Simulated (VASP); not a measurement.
VASP ran on this input.

File POSCAR:
```
Rb
2.7826250
 -1.0000000000   1.0000000000   1.0000000000
  1.0000000000  -1.0000000000   1.0000000000
  1.0000000000   1.0000000000  -1.0000000000
Rb
1
Cart
  0.0000000000   0.0000000000   0.0000000000
```

**INCAR**
```
ALGO = Normal
EDIFF = 1E-6
ENCUT = 300
GGA = PE
ISIF = 2
ISMEAR = 0
LASPH = .True.
LCHARG = .False.
LMAXMIX = 4
LREAL = .False.
LWAVE = .False.
NELM = 100
PREC = Accurate
SIGMA = 0.272
SYSTEM = Rb
```

**KPOINTS**
```
K-points
0
G
  11 11 11
0 0 0
```

POTCAR, in this order: Rb_sv (PBE.64 set). Program: vasp_std.

Q: Write an equivalent input for Quantum ESPRESSO's pw.x.

A: One equivalent input (not run):
```
&CONTROL
  calculation = 'scf'
  pseudo_dir = './pseudo'
  outdir = './out'
  tprnfor = .true.
  tstress = .true.
/
&SYSTEM
  ibrav = 0
  nat = 1
  ntyp = 1
  ecutwfc = 46.3
  occupations = 'smearing'
  smearing = 'gaussian'
  degauss = 0.01999
  input_dft = 'pbe'
/
&ELECTRONS
  conv_thr = 7.3e-08
  electron_maxstep = 100
/
ATOMIC_SPECIES
  Rb 85.468 Rb.upf
CELL_PARAMETERS angstrom
    -2.7826250    2.7826250    2.7826250
     2.7826250   -2.7826250    2.7826250
     2.7826250    2.7826250   -2.7826250
ATOMIC_POSITIONS crystal
  Rb   0.0000000  0.0000000  0.0000000
K_POINTS automatic
  11 11 11 0 0 0
```
The two are equivalent in intent, not identical: the potentials are each code's own (VASP's PAW set, PseudoDojo norm-conserving files in pw.x), so ENCUT and ecutwfc are chosen apart and not converted; conv_thr bounds pw.x's estimated SCF error, while EDIFF bounds the energy change between steps.

The structure is a typed Rb crystal. The cell was not relaxed at this level.
